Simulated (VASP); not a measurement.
Set up this calculation in VASP 6.6.1, as the native input.

```yaml
Task: relaxation of cell and atoms
Functional: PBEsol
Potentials_or_basis: VASP PAW PBE potentials, release 64 (Ni)
Cutoff: 520 eV
k_mesh: 20 × 20 × 20
Occupations: gaussian, width 0.1 eV
Spin: collinear spin, ferromagnetic start
Starting_moments: "[0.8] μB"
Further_INCAR_settings: ALGO = Fast; EDIFF = 1e-07; IBRION = 2; EDIFFG = -0.002; NSW = 80; ISIF = 3
```

The structure of Ni lies in POSCAR:

```
Ni
1.0
    0.0000000000      1.7619350000      1.7619350000
    1.7619350000      0.0000000000      1.7619350000
    1.7619350000      1.7619350000      0.0000000000
Ni
1
Direct
    0.0000000000      0.0000000000      0.0000000000
```

One way to write it, as run:

INCAR

```
ALGO = Fast
EDIFF = 1E-7
EDIFFG = -0.002
ENCUT = 520
GGA = PS
IBRION = 2
ISIF = 3
ISMEAR = 0
ISPIN = 2
LASPH = T
LCHARG = F
LMAXMIX = 4
LORBIT = 11
LREAL = F
LWAVE = F
MAGMOM = 0.8
NELM = 120
NSW = 80
PREC = Accurate
SIGMA = 0.1
```

KPOINTS

```
k-points
0
Gamma
  20 20 20
```

Potentials or basis: VASP PAW PBE potentials, release 64 (Ni).

Launch:

```console
$ cat potpaw_PBE.64/Ni/POTCAR > POTCAR
$ mpirun -np 1 vasp_std > vasp.out
```

Results of the run:

| Quantity | Value |
| --- | --- |
| Relaxed volume | 10.38 Å³/atom |
| Relaxed cell | a = 2.448 Å, b = 2.448 Å, c = 2.448 Å, α = 60.00°, β = 60.00°, γ = 60.00° |
| Space group after relaxing (to 0.05 Å) | Fm-3m (No. 225) |
| Energy gained by relaxing | 19.3 meV/atom |
| Ionic steps | 14 |
| Pressure after relaxing | 0.0 GPa |
| Band gap on the k mesh | none (metal or under the smearing width) |
| Net moment | 0.62 μB per cell |
| Site moments | Ni +0.63 μB |
| Valence electrons inside the program's atomic spheres | Ni 9.40 |

Caveat: the PAW data sets were made with another functional, which shifts forces and pressure a little.

Run time: 3.5 min on 1 thread of Intel(R) Xeon(R) Platinum 8488C (Sapphire Rapids), with other jobs on the host, peak memory 0.2 GiB.
